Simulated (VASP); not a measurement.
# TiB2: interstitial Li from one void to a neighbouring one, part 3 of 5

How hard is this move in TiB2: interstitial Li from one void to a neighbouring one? Both ends are relaxed first, then a band of images between them. The start is a cell from a database of measured crystal structures.

VASP 6.6.1, plane waves and PAW; the level of theory is named at each step.

So far. Step 2 (Relax the host): The run ended after 4 ionic steps, 0.008 eV below its first step, once forces and stress met EDIFFG = -0.02. Step 3 (Relax the start): The run ended after 8 ionic steps, 2.421 eV below its first step, once the forces on the free atoms met EDIFFG = -0.05.

## Step 4: Relax the end

Level of this step: PBEsol; plane waves and PAW (Ti, B, Li) (VASP).

The end state is relaxed in the same way, so that both ends share their errors.

File INCAR:

```
SYSTEM = LiTi8B16
PREC = Normal
ENCUT = 320
EDIFF = 1E-05
NELM = 120
ISMEAR = 1
SIGMA = 0.15
LREAL = Auto
ALGO = Fast
GGA = PS
NBANDS = 60
LASPH = .TRUE.
LORBIT = 11
LWAVE = .FALSE.
LCHARG = .FALSE.
KPAR = 5
IBRION = 2
NSW = 60
ISIF = 2
EDIFFG = -0.05
POTIM = 0.4
MAXMIX = 40
ISYM = 0
```

File POSCAR:

```
LiTi8B16
1.0
    6.0445575198      0.0000000000      0.0000000000
   -3.0222787598      5.2347403666      0.0000000000
    0.0000000000      0.0000000000      6.3750094388
Ti B Li
8 16 1
Direct
    0.0023047930     -0.0013189411     -0.0046488348
   -0.0012156713     -0.0017033439      0.5024323849
   -0.0024747499      0.4937691304     -0.0037495257
    0.0042228122      0.5025971298      0.4979913963
    0.5008477154      0.0017023712      0.0014695016
    0.5033892448      0.0009799364      0.4997024998
    0.5011603341      0.5040336014     -0.0070614932
    0.4996042632      0.5001260811      0.4955283236
    0.3331903828      0.1641783636      0.2527057052
    0.3341960722      0.1692232528      0.7538238174
    0.3329274534      0.6633208611      0.2452492035
    0.3389222604      0.6662414604      0.7478397994
    0.8334449899      0.1659353550      0.2526733835
    0.8334718597      0.1667191987      0.7477581846
    0.8329120117      0.6627166456      0.2520890618
    0.8354630495      0.6608414072      0.7422628217
    0.1735750573      0.3430679053      0.2468598483
    0.1636535283      0.3355835651      0.7473624460
    0.1643273351      0.8320033057      0.2516690237
    0.1658564613      0.8343950205      0.7494461710
    0.6632608826      0.3321113960      0.2470183584
    0.6645412854      0.3290394577      0.7465713169
    0.6713858074      0.8331301361      0.2498308959
    0.6675552495      0.8317253949      0.7492830274
    0.1686128855      0.3344123394     -0.0036370040
```

File KPOINTS:

```
Automatic mesh
0
Gamma
4 4 3
0 0 0
```

Potentials, in the order of the species: Ti, B and Li (PBE family, release 64).

Started as:

```sh
mpirun -np 5 vasp_std
```

Output:

```text
[banner, memory and clock lines left out]
running    5 mpi-ranks, on    1 nodes
 distrk:  each k-point on    1 cores,    5 groups
 distr:  one band on    1 cores,    1 groups

 POSCAR found type information on POSCAR TiB Li
 POSCAR found :  3 types and      25 ions
 [... a notice as in an earlier step ...]

 [... a notice as in an earlier step ...]

 LDA part: xc-table for (Slater+PW92), standard interpolation
 POSCAR, INCAR and KPOINTS ok, starting setup
 FFT: planning ... GRIDC
 FFT: planning ... GRID_SOFT
 FFT: planning ... GRID
 WAVECAR not read
 entering main loop
       N       E                     dE             d eps       ncg     rms          rms(c)
DAV:   1     0.452957832444E+03    0.45296E+03   -0.20931E+04  3192   0.849E+02
DAV:   2    -0.138013672672E+03   -0.59097E+03   -0.55485E+03  3184   0.266E+02
DAV:   3    -0.232946989108E+03   -0.94933E+02   -0.92304E+02  4372   0.111E+02
DAV:   4    -0.236810374916E+03   -0.38634E+01   -0.38223E+01  4088   0.236E+01
DAV:   5    -0.236899194436E+03   -0.88820E-01   -0.88675E-01  4128   0.335E+00    0.681E+01
RMM:   6    -0.195060497269E+03    0.41839E+02   -0.15460E+02  3131   0.480E+01    0.108E+01
RMM:   7    -0.198681882321E+03   -0.36214E+01   -0.50407E+01  3195   0.192E+01    0.162E+01
RMM:   8    -0.199166390479E+03   -0.48451E+00   -0.56813E+00  3191   0.857E+00    0.120E+01
RMM:   9    -0.201586330888E+03   -0.24199E+01   -0.63935E+00  3145   0.700E+00    0.114E+01
RMM:  10    -0.198913903548E+03    0.26724E+01   -0.43490E+00  3122   0.106E+01    0.150E+01
RMM:  11    -0.198921753894E+03   -0.78503E-02   -0.17181E+01  3724   0.140E+01    0.222E+01
RMM:  12    -0.207399840393E+03   -0.84781E+01   -0.28510E+01  4051   0.192E+01    0.337E+01
RMM:  13    -0.208074346098E+03   -0.67451E+00   -0.71794E-01  3181   0.351E+00    0.338E+01
RMM:  14    -0.203650895737E+03    0.44235E+01   -0.22565E+00  3252   0.656E+00    0.268E+01
RMM:  15    -0.200895929272E+03    0.27550E+01   -0.36403E+00  3570   0.576E+00    0.207E+01
RMM:  16    -0.201133834967E+03   -0.23791E+00   -0.14933E-01  3122   0.177E+00    0.211E+01
RMM:  17    -0.200925817982E+03    0.20802E+00   -0.54575E-02  3133   0.991E-01    0.192E+01
RMM:  18    -0.200057640433E+03    0.86818E+00   -0.43459E-01  3728   0.233E+00    0.159E+01
RMM:  19    -0.199472905518E+03    0.58473E+00   -0.25965E-01  3454   0.191E+00    0.132E+01
RMM:  20    -0.198980137685E+03    0.49277E+00   -0.30501E-01  3669   0.187E+00    0.110E+01
RMM:  21    -0.198506406853E+03    0.47373E+00   -0.39931E-01  3788   0.226E+00    0.854E+00
RMM:  22    -0.198123112549E+03    0.38329E+00   -0.58554E-01  3898   0.284E+00    0.483E+00
RMM:  23    -0.197975294522E+03    0.14782E+00   -0.35888E-01  3721   0.219E+00    0.225E+00
RMM:  24    -0.197951934136E+03    0.23360E-01   -0.63586E-02  3146   0.931E-01    0.122E+00
RMM:  25    -0.197948806504E+03    0.31276E-02   -0.31509E-02  3169   0.445E-01    0.828E-01
RMM:  26    -0.197948353811E+03    0.45269E-03   -0.73179E-03  3175   0.222E-01    0.715E-01
RMM:  27    -0.197948102835E+03    0.25098E-03   -0.15309E-03  3155   0.156E-01    0.389E-01
RMM:  28    -0.197947765884E+03    0.33695E-03   -0.16972E-03  3158   0.140E-01    0.848E-02
RMM:  29    -0.197947800038E+03   -0.34154E-04   -0.54669E-04  3071   0.590E-02    0.907E-02
RMM:  30    -0.197947783459E+03    0.16578E-04   -0.33822E-04  3141   0.716E-02    0.190E-02
RMM:  31    -0.197947802990E+03   -0.19531E-04   -0.18542E-04  2871   0.293E-02    0.158E-02
RMM:  32    -0.197947795019E+03    0.79716E-05   -0.51737E-05  2625   0.313E-02
   1 F= -.19794780E+03 E0= -.19794220E+03  d E =-.197948E+03
 curvature:   0.00 expect dE= 0.000E+00 dE for cont linesearch  0.000E+00
 trial: gam= 0.00000 g(F)=  0.660E+01 g(S)=  0.000E+00 ort = 0.000E+00 (trialstep = 0.100E+01)
 search vector abs. value=  0.660E+01
 bond charge predicted
       N       E                     dE             d eps       ncg     rms          rms(c)
DAV:   1    -0.200956457516E+03   -0.30087E+01   -0.24586E+02  3132   0.526E+01    0.478E+00
RMM:   2    -0.203162758498E+03   -0.22063E+01   -0.18552E+01  3120   0.218E+01    0.260E+01
RMM:   3    -0.204156059625E+03   -0.99330E+00   -0.71061E+00  3124   0.725E+00    0.163E+01
RMM:   4    -0.201829688915E+03    0.23264E+01   -0.27308E+00  3120   0.829E+00    0.749E+00
RMM:   5    -0.200959642617E+03    0.87005E+00   -0.32575E+00  3199   0.717E+00    0.683E+00
RMM:   6    -0.200852356410E+03    0.10729E+00   -0.85408E-01  3149   0.251E+00    0.521E+00
RMM:   7    -0.200790710595E+03    0.61646E-01   -0.54134E-01  3219   0.244E+00    0.289E+00
RMM:   8    -0.200806333739E+03   -0.15623E-01   -0.26067E-01  3214   0.146E+00    0.134E+00
RMM:   9    -0.200788300220E+03    0.18034E-01   -0.54893E-02  3120   0.111E+00    0.131E+00
RMM:  10    -0.200787288921E+03    0.10113E-02   -0.12212E-02  3163   0.350E-01    0.111E+00
RMM:  11    -0.200788436363E+03   -0.11474E-02   -0.97788E-03  3170   0.342E-01    0.963E-01
RMM:  12    -0.200787536771E+03    0.89959E-03   -0.16829E-03  3126   0.213E-01    0.903E-01
RMM:  13    -0.200786707726E+03    0.82904E-03   -0.11813E-03  3139   0.128E-01    0.445E-01
RMM:  14    -0.200786601477E+03    0.10625E-03   -0.31784E-04  3203   0.652E-02    0.434E-01
RMM:  15    -0.200786475221E+03    0.12626E-03   -0.18377E-04  3213   0.409E-02    0.257E-01
RMM:  16    -0.200786384939E+03    0.90282E-04   -0.19543E-04  3152   0.539E-02    0.229E-01
RMM:  17    -0.200786367296E+03    0.17644E-04   -0.89223E-05  2990   0.295E-02    0.151E-01
RMM:  18    -0.200786342584E+03    0.24712E-04   -0.66368E-05  2857   0.248E-02    0.103E-01
RMM:  19    -0.200786334632E+03    0.79517E-05   -0.36250E-05  2535   0.246E-02
   2 F= -.20078633E+03 E0= -.20078370E+03  d E =-.283854E+01
[...]
3 F= -.20081595E+03 E0= -.20081356E+03  d E =-.286815E+01
[...]
4 F= -.20090404E+03 E0= -.20090092E+03  d E =-.880876E-01
[...]
5 F= -.20090786E+03 E0= -.20090457E+03  d E =-.919082E-01
[...]
6 F= -.20091575E+03 E0= -.20091240E+03  d E =-.788980E-02
[...]
7 F= -.20091625E+03 E0= -.20091290E+03  d E =-.838766E-02
 curvature:  -0.76 expect dE=-0.152E-02 dE for cont linesearch -0.251E-05
 trial: gam= 0.14038 g(F)=  0.200E-02 g(S)=  0.000E+00 ort = 0.213E-03 (trialstep = 0.109E+01)
 search vector abs. value=  0.233E-02
 bond charge predicted
       N       E                     dE             d eps       ncg     rms          rms(c)
DAV:   1    -0.200917549707E+03   -0.13059E-02   -0.81158E-02  3224   0.109E+00    0.615E-02
RMM:   2    -0.200917552421E+03   -0.27140E-05   -0.13867E-03  3122   0.196E-01    0.108E-01
RMM:   3    -0.200917572236E+03   -0.19815E-04   -0.50265E-04  3206   0.776E-02    0.785E-02
RMM:   4    -0.200917545308E+03    0.26928E-04   -0.84469E-05  3160   0.387E-02    0.446E-02
RMM:   5    -0.200917541588E+03    0.37203E-05   -0.40555E-05  2720   0.192E-02
   8 F= -.20091754E+03 E0= -.20091422E+03  d E =-.129580E-02
 trial-energy change:   -0.001296  1 .order   -0.001270   -0.002212   -0.000327
 step:   1.2814(harm=  1.2814)  dis= 0.00542  next Energy=  -200.917544 (dE=-0.130E-02)
 reached required accuracy - stopping structural energy minimisation
```

Run time: 2.5 min. Hardware: 5 MPI ranks of AMD EPYC 9R45, shared host; peak memory 1.2 GiB; 12 min of CPU time.

Parts of OUTCAR (step 4):

```text
 Found     26 irreducible k-points:

   NELECT =      81.0000    total number of electrons

 E-fermi :   6.9733

 k-point     1 :       0.0000    0.0000    0.0000
  band No.  band energies     occupation
    ...
     39       6.1027      2.00000
     40       6.4990      2.00007
     41       6.5008      2.00008
     42       6.9752      0.97878
     43       6.9810      0.91408
     44       8.0947     -0.00000
     45       8.0972     -0.00000
     46       8.2411     -0.00000
     47       8.4760     -0.00000
     48       8.6232     -0.00000
    ...

 k-point     2 :       0.2500   -0.0000    0.0000
  band No.  band energies     occupation
    ...
     37       4.8419      2.00000
     38       5.6213      2.00000
     39       5.6616      2.00000
     40       6.4758      2.00003
     41       6.9269      1.49680
     42       7.1067     -0.01885
     43       7.2410     -0.03008
     44       8.0252     -0.00000
     45       8.0466     -0.00000
     46       8.4093     -0.00000
    ...

  Total       12.5034516     12.6281276     14.4178730      0.1751104     -0.0174341      0.0142514
  in kB       99.3116065    100.3018745    114.5173484      1.3908560     -0.1384745      0.1131950
  external PRESSURE =     104.7102765 kB  Pullay stress =       0.0000000 kB

 POSITION                                       TOTAL-FORCE (eV/Angst)
 -----------------------------------------------------------------------------------
      3.02545      5.03294      6.36637         0.001212      0.011718     -0.006120
      3.02739      5.21640      3.17713        -0.000714      0.000017      0.006886
      4.37002      2.71223      6.36544         0.010676     -0.001989      0.005075
      4.52356      2.62419      3.17693         0.007834     -0.001306      0.004167
      0.00499      5.23322      6.36472        -0.003642      0.000785      0.002154
      0.00394      5.23323      3.17787         0.005577      0.002378     -0.004016
      1.69003      2.71768      6.36577        -0.017922     -0.005832      0.001242
      1.53076      2.62451      3.17717         0.000259     -0.003804      0.004866
      1.50045      0.87943      1.57683         0.002216      0.003110     -0.007794
      1.49891      0.88071      4.78038         0.016644     -0.008578     -0.015182
      0.00560      3.47081      1.57535        -0.003174     -0.000990      0.008417
      0.00540      3.47131      4.77842        -0.003252     -0.002211      0.002151
      4.55364      0.87946      1.57645        -0.001754     -0.003349     -0.001514
      4.55348      0.87967      4.77904        -0.000735     -0.001356     -0.004537
      3.02824      3.48745      1.65016        -0.003957      0.003478      0.005472
      3.02829      3.48775      4.70589        -0.001183      0.003220     -0.009194
      0.00420      1.74404      1.80170         0.001394     -0.006010     -0.036052
      0.00309      1.74472      4.54961         0.008499     -0.008374      0.023376
     -1.49966      4.36365      1.59895        -0.005318      0.005528      0.008464
     -1.50036      4.36448      4.75691        -0.002007     -0.002613     -0.014514
      3.02714      1.73558      1.59940         0.002292      0.008208      0.005327
      3.02675      1.73625      4.75574         0.002702      0.005145     -0.002689
      1.51025      4.36420      1.60064         0.003536     -0.000825      0.001459
      1.51101      4.36427      4.75501        -0.007925     -0.002644     -0.003359
      0.01668      1.73860      6.36124        -0.011259      0.006294      0.025917
 -----------------------------------------------------------------------------------
    total drift:                                0.010415     -0.004872     -0.018399

  FREE ENERGIE OF THE ION-ELECTRON SYSTEM (eV)
  ---------------------------------------------------
  free  energy   TOTEN  =      -200.9175415877 eV

  energy  without entropy=     -200.9075899644  energy(sigma->0) =     -200.91422438

 total charge
# of ion       s       p       d       tot
------------------------------------------
    1        0.502   0.836   3.041   4.379
    2        0.494   0.885   2.992   4.370
    3        0.501   0.836   3.036   4.373
    4        0.494   0.885   2.993   4.372
    5        0.461   0.815   2.880   4.155
    6        0.471   0.833   2.887   4.190
    7        0.502   0.836   3.042   4.380
    8        0.494   0.885   2.992   4.371
    9        0.684   1.325   0.000   2.009
   10        0.683   1.325   0.000   2.009
   11        0.684   1.326   0.000   2.010
   12        0.684   1.325   0.000   2.009
   13        0.684   1.325   0.000   2.009
   14        0.684   1.325   0.000   2.009
   15        0.703   1.370   0.000   2.073
   16        0.703   1.370   0.000   2.073
   17        0.710   1.377   0.000   2.088
   18        0.711   1.377   0.000   2.088
   19        0.693   1.349   0.000   2.042
   20        0.693   1.348   0.000   2.041
   21        0.693   1.349   0.000   2.042
   22        0.693   1.348   0.000   2.042
   23        0.693   1.349   0.000   2.042
   24        0.693   1.349   0.000   2.042
   25        0.322   0.661   0.000   0.983
--------------------------------------------------
tot         15.330  29.009  23.862  68.201

[... 6 parts as in an earlier step ...]

[... 6 further parts left out ...]
```

Relaxation path:

```
step  energy less that of the first step (eV)  largest force (eV/Å)
   1                                   0.0000                5.9430
   2                                  -2.8385                1.0383
   3                                  -2.8682                0.8297
   4                                  -2.9562                0.2652
   5                                  -2.9601                0.2180
   6                                  -2.9680                0.0827
   7                                  -2.9685                0.1372
   8                                  -2.9697                0.0366
```

The atoms that moved most (Å):

```
atom      dx      dy      dz  length
 B17  -0.008  -0.052   0.228   0.234
 B18   0.028  -0.012  -0.215   0.217
 Ti3  -0.167   0.127   0.014   0.211
 Ti7   0.184   0.079   0.036   0.204
 Ti1  -0.015  -0.195   0.021   0.197
 B15  -0.003   0.018   0.043   0.047
 B16  -0.024   0.028  -0.026   0.046
  B9  -0.017   0.020  -0.034   0.043
```

Final coordinates:

```cif
data_structure
_symmetry_space_group_name_H-M 'P 1'
_symmetry_Int_Tables_number 1
_cell_length_a 6.0446
_cell_length_b 6.0446
_cell_length_c 6.3750
_cell_angle_alpha 90.000
_cell_angle_beta 90.000
_cell_angle_gamma 120.000
_cell_volume 201.72
loop_
_atom_site_label
_atom_site_type_symbol
_atom_site_fract_x
_atom_site_fract_y
_atom_site_fract_z
_atom_site_occupancy
Ti1 Ti 0.98125 0.96145 0.99864 1
Ti2 Ti 0.99909 0.99650 0.49837 1
Ti3 Ti 0.98203 0.51812 0.99850 1
Ti4 Ti 0.99902 0.50130 0.49834 1
Ti5 Ti 0.50068 0.99971 0.99839 1
Ti6 Ti 0.50051 0.99971 0.49849 1
Ti7 Ti 0.53918 0.51916 0.99855 1
Ti8 Ti 0.50393 0.50136 0.49838 1
B9 B 0.33223 0.16800 0.24735 1
B10 B 0.33210 0.16824 0.74986 1
B11 B 0.33244 0.66303 0.24711 1
B12 B 0.33246 0.66313 0.74956 1
B13 B 0.83735 0.16800 0.24729 1
B14 B 0.83734 0.16804 0.74965 1
B15 B 0.83409 0.66621 0.25885 1
B16 B 0.83413 0.66627 0.73818 1
B17 B 0.16728 0.33317 0.28262 1
B18 B 0.16716 0.33330 0.71366 1
B19 B 0.16870 0.83359 0.25081 1
B20 B 0.16866 0.83375 0.74618 1
B21 B 0.66658 0.33155 0.25089 1
B22 B 0.66658 0.33168 0.74600 1
B23 B 0.66670 0.83370 0.25108 1
B24 B 0.66683 0.83371 0.74588 1
Li25 Li 0.16882 0.33213 0.99784 1
```

Numbers from this step:

```
electronic cycles       : 90
free energy (TOTEN)     : -200.9175 eV
energy at zero smearing : -200.9142 eV
Fermi energy            : 6.973 eV
```

The run ended after 8 ionic steps, 2.970 eV below its first step, once the forces on the free atoms met EDIFFG = -0.05.

[end of part 3 of 5]

[Lines on the potential files, build, host, timing and source positions are cut from VASP's logs without a mark.]

[Logs are printed without paths, hosts, clocks, repeated set-up lines and the standing remarks that a program may print on its own settings, such as how far it seeks lower states.]

[Hosts, paths, dates, database ids (printed as entryN), source tags and the programs' standing remarks are cut or masked in the printed files.]

[Runs that stopped without an error message from VASP are left out.]
